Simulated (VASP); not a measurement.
# Fe (Iron-alpha): structure and properties in VASP, part 4 of 5

How well does PBEsol reproduce what experiment finds for Fe (Iron-alpha)? The cell is relaxed first, and properties follow on it. Left out of this account: 1 further run (phonons: it ended without a result to show). The start is a cell from a database of measured crystal structures.

VASP 6.6.1, plane waves and PAW; the level of theory is named at each step.

Still holding for the runs below: The magnetic order is the lowest of the few collinear ones that converged above; longer or canted patterns were not tried.

So far, largest spin moment in the PAW sphere (μB): step 2 (magnetic order: ferromagnetic) 2.24; step 3 (magnetic order: antiferromagnetic, q = (0, 0, 1/2)) 2.07; step 4 (magnetic order: antiferromagnetic, q = (1/2, 1/2, 1/2)) 1.7; step 6 (relaxing cell and atoms (PBEsol)) 2.04. The relaxed cell has a = 2.781 Å (conventional setting).

**9. Band structure (PBEsol)**

Level of this step: PBEsol, spin-polarised from a ferromagnetic start (one magnetic atom a cell); plane waves and PAW (Fe) (VASP).

The mesh alone shows little of the dispersion and can miss band extrema, so KPOINTS_OPT adds a path through the symmetry points after the self-consistent cycle.

The input, INCAR:

```
SYSTEM = Fe
PREC = Accurate
ENCUT = 400
EDIFF = 1E-06
NELM = 100
ISMEAR = 1
SIGMA = 0.2
LREAL = .FALSE.
ALGO = Normal
GGA = PS
NBANDS = 17
ISPIN = 2
MAGMOM = 2.041
LASPH = .TRUE.
LMAXMIX = 4
LORBIT = 11
LWAVE = .FALSE.
LCHARG = .FALSE.
KPAR = 4
```

The input, POSCAR:

```
Fe
1.0
   -1.3906505364      1.3906505364      1.3906505364
    1.3906505364     -1.3906505364      1.3906505364
    1.3906505364      1.3906505364     -1.3906505364
Fe
1
Direct
    0.0000000000      0.0000000000      0.0000000000
```

The input, KPOINTS:

```
Automatic mesh
0
Gamma
13 13 13
0 0 0
```

The input, KPOINTS_OPT:

```
Line mode
16
Line-mode
Reciprocal
  0.00000000   0.00000000   0.00000000 GAMMA
  0.50000000  -0.50000000   0.50000000 H

  0.50000000  -0.50000000   0.50000000 H
  0.00000000   0.00000000   0.50000000 N

  0.00000000   0.00000000   0.50000000 N
  0.00000000   0.00000000   0.00000000 GAMMA

  0.00000000   0.00000000   0.00000000 GAMMA
  0.25000000   0.25000000   0.25000000 P

  0.25000000   0.25000000   0.25000000 P
  0.50000000  -0.50000000   0.50000000 H

  0.25000000   0.25000000   0.25000000 P
  0.00000000   0.00000000   0.50000000 N
```

PAW data sets: Fe (PBE family, release 64).

Started as:

```console
> mpirun -np 4 vasp_std
```

The program printed:

```text
[... set-up lines as in an earlier step ...]
 entering main loop
       N       E                     dE             d eps       ncg     rms          rms(c)
DAV:   1     0.172370600995E+02    0.17237E+02   -0.30306E+03  6627   0.476E+02
DAV:   2    -0.935841723375E+01   -0.26595E+02   -0.24322E+02  6343   0.100E+02
DAV:   3    -0.101494740059E+02   -0.79106E+00   -0.78216E+00  6955   0.178E+01
DAV:   4    -0.101513999048E+02   -0.19259E-02   -0.19255E-02  6829   0.801E-01
DAV:   5    -0.101514043542E+02   -0.44494E-05   -0.44496E-05  7076   0.394E-02    0.127E+01
DAV:   6    -0.898974373243E+01    0.11617E+01   -0.98754E+00  7833   0.315E+01    0.507E+00
DAV:   7    -0.893684153594E+01    0.52902E-01   -0.53585E-01  7236   0.700E+00    0.323E+00
DAV:   8    -0.892808573264E+01    0.87558E-02   -0.62202E-03  6637   0.375E-01    0.140E+00
DAV:   9    -0.891968170500E+01    0.84040E-02   -0.46177E-03  7681   0.284E-01    0.363E-01
DAV:  10    -0.891949413970E+01    0.18757E-03   -0.68973E-04  7269   0.182E-01    0.101E-01
DAV:  11    -0.891948826873E+01    0.58710E-05   -0.56127E-05  6954   0.671E-02    0.270E-02
DAV:  12    -0.891948989599E+01   -0.16273E-05   -0.25321E-06  6883   0.162E-02    0.991E-03
DAV:  13    -0.891949219888E+01   -0.23029E-05   -0.10086E-06  5686   0.104E-02    0.152E-03
DAV:  14    -0.891949189445E+01    0.30442E-06   -0.29359E-08  3201   0.129E-03
   1 F= -.89194919E+01 E0= -.89188221E+01  d E =-.200928E-02  mag=     2.0598
 Start KPOINTS_OPT (optional k-point list driver)
k-point batch [1-84\96]
       N       E                     dE             ncg
DAV:   1     0.505267765129E+04   -0.20637E+05     6553
DAV:   2     0.276993101532E+04   -0.22827E+04     6305
DAV:   3     0.270214893407E+04   -0.67782E+02     6937
DAV:   4     0.270197548673E+04   -0.17345E+00     6933
DAV:   5     0.270197505720E+04   -0.42953E-03     7022
DAV:   6     0.270197505565E+04   -0.15498E-05     6082
DAV:   7     0.270197505559E+04   -0.64514E-07     5659
k-point batch [85-96\96]
       N       E                     dE             ncg
DAV:   1     0.243455732901E+05   -0.35467E+04      904
DAV:   2     0.239803675148E+05   -0.36521E+03      920
DAV:   3     0.239697012813E+05   -0.10666E+02     1075
DAV:   4     0.239696697962E+05   -0.31485E-01     1010
DAV:   5     0.239696697179E+05   -0.78302E-04     1150
DAV:   6     0.239696697176E+05   -0.28977E-06      866
```

Wall time 5.6 s (4 MPI ranks of Intel Xeon Platinum 8488C (Sapphire Rapids), shared host); peak memory 0.54 GiB; 20 s of CPU time.

OUTCAR, selected parts (step 9):

```text
   k-points           NKPTS =     84   k-points in BZ     NKDIM =     84   number of bands    NBANDS=     17

   NELECT =       8.0000    total number of electrons

 E-fermi :   6.3020

 k-point     3 :       0.1538    0.0000    0.0000
  band No.  band energies     occupation
    ...
      2       3.5760      1.00000
      3       3.7820      1.00000
      4       4.4016      1.00000
      5       5.0191      1.00000
      6       5.2409      1.00000
      7      27.1196      0.00000
      8      30.1089      0.00000
      9      31.2843      0.00000
     10      34.4840      0.00000
     11      35.8080      0.00000
    ...

  Total        0.0008075      0.0008075      0.0008075      0.0000000      0.0000000     -0.0000000
  in kB        0.1202626      0.1202626      0.1202626      0.0000000      0.0000000     -0.0000000
  external PRESSURE =       0.1202626 kB  Pullay stress =       0.0000000 kB

 POSITION                                       TOTAL-FORCE (eV/Angst)
 -----------------------------------------------------------------------------------
      0.00000      0.00000      0.00000         0.000000     -0.000000      0.000000
 -----------------------------------------------------------------------------------
    total drift:                                0.000000      0.000000     -0.000000

  FREE ENERGIE OF THE ION-ELECTRON SYSTEM (eV)
  ---------------------------------------------------
  free  energy   TOTEN  =        -8.9194918945 eV

  energy  without entropy=       -8.9174826151  energy(sigma->0) =       -8.91882213

[... 16 parts as in an earlier step ...]

[... 7 further parts left out ...]
```

Numbers from this step:

```yaml
bands: 17
pressure: 0.01203 GPa
```

Spin up. Electronic bands along the path, in eV, zero at the Fermi level; # counts the bands kept:

```tsv
point	#2	#3	#4	#5	#6
Γ	-2.45	-2.45	-2.45	-1.09	-1.09
0.47 of the way	-2.98	-2.08	-2.08	-1.30	0.00
H	-5.23	0.19	0.19	0.19	10.18
0.47 of the way	-4.13	-1.85	-1.27	0.33	5.71
N	-3.64	-1.02	-0.87	0.36	0.49
0.47 of the way	-3.13	-2.59	-1.25	-1.00	-0.96
Γ	-2.45	-2.45	-2.45	-1.09	-1.09
0.47 of the way	-3.22	-3.22	-1.09	-1.09	-0.21
P	-3.48	-3.48	-0.83	-0.83	8.93
0.53 of the way	-3.95	-3.04	-0.48	-0.48	7.49
H	-5.23	0.19	0.19	0.19	10.18
jump to P	-3.48	-3.48	-0.83	-0.83	8.93
0.53 of the way	-3.72	-2.05	-0.93	-0.85	3.93
N	-3.64	-1.02	-0.87	0.36	0.49
```

The electronic bands as a text plot (rows in eV, shown from -8.0 to 8.0 only):

```
    7.7 |                                      *  *   *
    7.0 |                                          ***
    6.3 |         *     *                                   *
    5.7 |
    5.0 |                *                                   *
    4.3 |        *                            *
    3.7 |                 *                                   *
    3.0 |                                    *
    2.3 |                  *                                   *
    1.7 |       *
    1.0 |      *            *               *                   *
    0.3 |          *************           *             **     *
   -0.3 |    **  ***  **      * *                    *****
   -1.0 |**** ****      *   *************************   *  ******
   -1.7 |  *** **       *****     **                   *      *
   -2.3 |******          * *    *********             *      *
   -3.0 |     *           **     ***     **   **  **        *
   -3.7 |      **        *  *****          ******** **     ******
   -4.3 |       **      **                  *      *  **     *
   -5.0 |     ** *******  ******           *            ***   ***
   -5.7 |    *                  *
   -6.3 |                        *        *
   -7.0 |                         *      *
   -7.7 |   *                      *
         Γ           H       N        Γ         P        H|P    N
```

Spin down. Electronic bands along the path, in eV, zero at the Fermi level; # counts the bands kept:

```tsv
point	#1	#2	#3	#4	#5	#6
Γ	-8.65	-0.67	-0.67	-0.67	1.46	1.46
0.47 of the way	-4.73	-0.88	-0.36	-0.36	0.59	2.32
H	-3.53	-3.53	2.24	2.24	2.24	10.53
0.47 of the way	-2.93	-2.51	-0.10	0.57	2.39	6.71
N	-4.08	-2.04	0.59	1.33	1.74	2.57
0.47 of the way	-5.93	-1.46	-1.01	0.95	1.11	1.57
Γ	-8.65	-0.67	-0.67	-0.67	1.46	1.46
0.47 of the way	-5.51	-1.57	-1.57	1.40	1.40	1.64
P	-2.16	-2.16	-2.16	1.79	1.79	9.86
0.53 of the way	-2.33	-2.33	-1.50	1.55	1.55	8.56
H	-3.53	-3.53	2.24	2.24	2.24	10.53
jump to P	-2.16	-2.16	-2.16	1.79	1.79	9.86
0.53 of the way	-3.29	-2.20	-0.96	1.51	1.76	5.12
N	-4.08	-2.04	0.59	1.33	1.74	2.57
```

The electronic bands as a text plot (rows in eV, shown from -8.0 to 1.3 only):

```
    1.1 | *     **     *    *********    **                     *
    0.8 |  ** **        * ** *
    0.4 |    *  *       **        *      *              *       *
    0.0 |   *  *            * *    *    *                      *
   -0.4 | ** **          *     *    *  *               *
   -0.8 |**** *                 * *******             *       *
   -1.2 |                 **     ***     **
   -1.6 |      *          **    **         *                **
   -2.0 |       *           ****            *  *******     *   **
   -2.4 |                *                   *** *  *      ****
   -2.7 |        *      *                    *    **  **     *
   -3.1 |        **    ***                              *
   -3.5 |       *  ****   **                             **   *
   -3.9 |      *            **              *                  **
   -4.3 |                     **
   -4.7 |     *                            *
   -5.1 |                       *
   -5.5 |    *
   -5.9 |                        *
   -6.2 |                                 *
   -6.6 |
   -7.0 |   *                     *      *
   -7.4 |                          *
   -7.8 |  *
         Γ           H       N        Γ         P        H|P    N
```

There is no gap at this level.

Spin up: of the bands kept, 4 cross the Fermi level on this path. Spin down: of the bands kept, 2 cross the Fermi level on this path.

**10. Total and projected DOS (PBEsol)**

A density of states needs more k-points than a total energy; ISMEAR = -5 takes tetrahedra, and LORBIT projects the states on the PAW spheres. The mesh is finer than in the run before.

Edit INCAR of step 9 so:

```diff
@@ -5,3 +5,3 @@
 NELM = 100
-ISMEAR = 1
+ISMEAR = -5
 SIGMA = 0.2
@@ -19 +19,2 @@
 KPAR = 4
+NEDOS = 2001
```

POSCAR is that of step 9.

The input, KPOINTS:

```
Automatic mesh
0
Gamma
20 20 20
0 0 0
```

Started as:

```console
> mpirun -np 4 vasp_std
```

The program printed:

```text
[... set-up lines as in an earlier step ...]
 entering main loop
       N       E                     dE             d eps       ncg     rms          rms(c)
DAV:   1     0.176719164572E+02    0.17672E+02   -0.30067E+03 19865   0.473E+02
DAV:   2    -0.936749375357E+01   -0.27039E+02   -0.25019E+02 19348   0.102E+02
DAV:   3    -0.101492888253E+02   -0.78180E+00   -0.77750E+00 21105   0.179E+01
DAV:   4    -0.101512564832E+02   -0.19677E-02   -0.19683E-02 21265   0.814E-01
DAV:   5    -0.101512612680E+02   -0.47848E-05   -0.47881E-05 21695   0.405E-02    0.127E+01
DAV:   6    -0.898997584303E+01    0.11613E+01   -0.99052E+00 23999   0.316E+01    0.509E+00
DAV:   7    -0.893585034141E+01    0.54126E-01   -0.53912E-01 22151   0.699E+00    0.323E+00
DAV:   8    -0.892785091721E+01    0.79994E-02   -0.76007E-03 20878   0.409E-01    0.145E+00
DAV:   9    -0.891917508672E+01    0.86758E-02   -0.62877E-03 23889   0.354E-01    0.406E-01
DAV:  10    -0.891936729630E+01   -0.19221E-03   -0.12159E-03 21762   0.251E-01    0.152E-01
DAV:  11    -0.891934554708E+01    0.21749E-04   -0.12575E-04 21375   0.112E-01    0.306E-02
DAV:  12    -0.891934332394E+01    0.22231E-05   -0.36913E-06 21299   0.190E-02    0.935E-03
DAV:  13    -0.891934497067E+01   -0.16467E-05   -0.10070E-06 16718   0.723E-03    0.415E-03
DAV:  14    -0.891934556440E+01   -0.59372E-06   -0.12113E-07  9877   0.240E-03
   1 F= -.89193456E+01 E0= -.89193456E+01  d E =0.000000E+00  mag=     2.1039
 -----------------------------------------------------------------------------
|                                                                             |
|           W    W    AA    RRRRR   N    N  II  N    N   GGGG   !!!           |
|           W    W   A  A   R    R  NN   N  II  NN   N  G    G  !!!           |
|           W    W  A    A  R    R  N N  N  II  N N  N  G       !!!           |
|           W WW W  AAAAAA  RRRRR   N  N N  II  N  N N  G  GGG   !            |
|           WW  WW  A    A  R   R   N   NN  II  N   NN  G    G                |
|           W    W  A    A  R    R  N    N  II  N    N   GGGG   !!!           |
|                                                                             |
|     Tetrahedron method does not include variations of the Fermi             |
|     occupations, so forces and stress will be inaccurate. We suggest        |
|     using a different smearing scheme ISMEAR = 1 or 2 for metals in         |
|     relaxations.                                                            |
|                                                                             |
 -----------------------------------------------------------------------------
```

Elapsed: 16 s, on 4 MPI ranks; peak memory 0.83 GiB.

From OUTCAR (step 10):

```text
   k-points           NKPTS =    256   k-points in BZ     NKDIM =    256   number of bands    NBANDS=     17

   NELECT =       8.0000    total number of electrons

 E-fermi :   6.2746

 spin component 1
 k-point     1 :       0.0000    0.0000    0.0000
  band No.  band energies     occupation
    ...
      2       3.8255      1.00000
      3       3.8255      1.00000
      4       3.8255      1.00000
      5       5.2015      1.00000
      6       5.2015      1.00000
      7      31.7086      0.00000
      8      31.7086      0.00000
      9      31.7086      0.00000
     10      37.1769      0.00000
     11      37.1769      0.00000
    ...

 k-point     2 :       0.0500    0.0000    0.0000
  band No.  band energies     occupation
    ...
      2       3.7940      1.00000
      3       3.8233      1.00000
      4       3.8864      1.00000
      5       5.1692      1.00000
      6       5.2041      1.00000
      7      31.0262      0.00000
      8      31.5691      0.00000
      9      31.6498      0.00000
     10      36.7428      0.00000
     11      37.5764      0.00000
    ...

  Total        0.0580768      0.0580768      0.0580768     -0.0000000      0.0000000     -0.0000000
  in kB        8.6496591      8.6496591      8.6496591     -0.0000000      0.0000000     -0.0000000
  external PRESSURE =       8.6496591 kB  Pullay stress =       0.0000000 kB

 POSITION                                       TOTAL-FORCE (eV/Angst)
 -----------------------------------------------------------------------------------
      0.00000      0.00000      0.00000         0.000000     -0.000000     -0.000000
 -----------------------------------------------------------------------------------
    total drift:                                0.000000      0.000000     -0.000000

  FREE ENERGIE OF THE ION-ELECTRON SYSTEM (eV)
  ---------------------------------------------------
  free  energy   TOTEN  =        -8.9193455644 eV

  energy  without entropy=       -8.9193455644  energy(sigma->0) =       -8.91934556

 magnetization (x)
# of ion       s       p       d       tot
------------------------------------------
    1       -0.013  -0.051   2.148   2.085

[... 6 parts as in an earlier step ...]

[... 15 further parts left out ...]
```

With tetrahedra the forces and stress of a metal are not exact derivatives of the energy.

This step gave:

| Item | Value |
| --- | --- |
| irreducible k-points | 256 |
| Fermi energy | 6.275 eV |
| pressure | 0.8650 GPa |
| moment of the cell, from the last line of the log | 2.104 μB |
| DOS at the Fermi level | 0.9417 states/eV/cell |

Spin moment in the PAW sphere by atom:

```tsv
atom	spin moment in the PAW sphere (μB)
Fe1	2.08
```

The density of states has structure finer than the step of the table below, so its rows give means over 1 eV, whole bins alone (the curve runs from -12.0 to 7.96 eV). Peaks (eV: height): total up -4.5: 1.09, -3.6: 1.75, -2.7: 1.60, -0.8: 2.67; total down -2.9: 0.719, -2.0: 1.35, 1.8: 3.52; Fe d up -4.5: 0.786, -3.6: 1.55, -2.7: 1.35, -0.8: 2.58; Fe d down -2.0: 1.14, 1.8: 3.43; Fe p up -4.5: 0.0916, -3.6: 0.0911, -2.7: 0.129, 3.2: 0.0443.

States under -12.0 eV and over 8.0 eV are left out. The density of states by energy, zero at the Fermi level; means over each step; 7 of 8 lines; values in states/eV/cell:

```tsv
energy (eV)	total up	total down	Fe d up	Fe d down	Fe p up	Fe p down	Fe s up
-10	0	0	0	0	0	0	0
-9	0.00414	4.3e-4	0	0	9.4e-5	4.7e-6	0.00314
-8	0.0310	0.0237	2.8e-4	5.0e-5	0.00220	0.00127	0.0218
-7	0.0554	0.0456	0.00275	1.0e-3	0.00717	0.00533	0.0338
-6	0.101	0.0691	0.0180	0.00465	0.0162	0.0117	0.0475
-5	0.532	0.110	0.341	0.0194	0.0422	0.0215	0.0829
-4	0.744	0.282	0.611	0.132	0.0473	0.0373	0.0237
-3	1.14	0.518	0.979	0.360	0.0788	0.0506	0.0128
-2	0.501	0.856	0.426	0.711	0.0402	0.0758	0.00657
-1	1.58	0.923	1.51	0.748	0.0248	0.103	0.00981
0	0.611	0.288	0.558	0.240	0.0259	0.0286	0.0112
1	0.147	0.985	0.0951	0.940	0.0298	0.0119	0.0115
2	0.137	1.20	0.0720	1.15	0.0403	0.0174	0.0117
3	0.123	0.200	0.0562	0.155	0.0437	0.0258	0.0103
4	0.106	0.157	0.0434	0.100	0.0423	0.0362	0.00798
5	0.0850	0.129	0.0322	0.0705	0.0372	0.0392	0.00549
6	0.0614	0.101	0.0216	0.0485	0.0289	0.0366	0.00327
7	0.0309	0.0719	0.00939	0.0308	0.0159	0.0298	0.00159
```

The finer mesh and the other smearing move the Fermi level by -0.03 eV from the 13×13×13 run, a small shift, which tests the Fermi level alone. Of the states within 0.3 eV of the Fermi level, the largest shares in the PAW spheres are Fe d 89 % and Fe p 6 %. The rest lies in smaller channels or between the spheres.

(Part 4 of 5 ends here.)

[Lines on the potential files, build, host, timing and source positions are cut from VASP's logs without a mark.]

[Logs are printed without paths, hosts, clocks, repeated set-up lines and the standing remarks that a program may print on its own settings, such as how far it seeks lower states.]

[Hosts, paths, dates, database ids (printed as entryN), source tags and the programs' standing remarks are cut or masked in the printed files.]

[A measured line is paired with the nearest computed mode of its activity, which favours agreement.]
